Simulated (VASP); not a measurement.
All values below come from PW91 GGA, VASP's PBE PAW potentials (set 64) (plane waves; VASP). For the first row: Run with 520 eV cut-off, 6×6×6 Γ-centred mesh, Gaussian smearing of 0.050 eV, potentials Mg Si.

| system | energy (eV/atom) |
|---|---|
| Mg2Si (antifluorite) | -2.9673 |
| Mg atom | 0.0076 |
| Si atom | -0.7468 |

Atoms are spin-polarised in a large box without symmetry, with the spin fixed by Hund's rule, and may not be in the lowest state of each functional; no zero-point energy is added.

Problem. What is the cohesive energy per atom of Mg2Si?

Solution. The references average (2×(0.0076) + 1×(-0.7468))/3 = -0.2439 eV, so the cohesive energy is -0.2439 − (-2.9673) = 2.723 eV/atom.
